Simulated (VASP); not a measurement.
Given:

```yaml
crystal:
  lattice:
    - [3.34055, 0.00000, 0.00000]
    - [0.00000, 3.34055, 0.00000]
    - [0.00000, 0.00000, 3.34055]
  atoms:
    - { symbol: Al, position: [0.00000, 0.00000, 0.00000] }
    - { symbol: Ni, position: [0.00000, 0.50000, 0.50000], spin: 0.2 }
    - { symbol: Ni, position: [0.50000, 0.00000, 0.50000], spin: 0.2 }
    - { symbol: Ni, position: [0.50000, 0.50000, 0.00000], spin: 0.2 }
```

Calculation: PBEsol GGA, VASP's PBE PAW potentials (set 64) (plane waves; VASP). Numerical set-up: 500 eV cut-off, 9×9×9 Γ-centred mesh, first-order Methfessel-Paxton smearing of 0.10 eV, potentials Al Ni.

**Question.** Estimate the cell moment, energy per atom (σ→0), pressure, band gap (on the k-mesh) with the smallest direct gap where there is one.

**Answer.** 
| Quantity | Value |
|---|---|
| band gap (on the k-mesh) | none (metal, semimetal or under 0.01 eV) |
| cell moment | 0.02 μB |
| energy per atom (σ→0) | -5.880 eV/atom |
| pressure | 45.05 GPa |

The compound is Ni3Al in the L1_2 structure. It was relaxed first under an external pressure of 45 GPa.
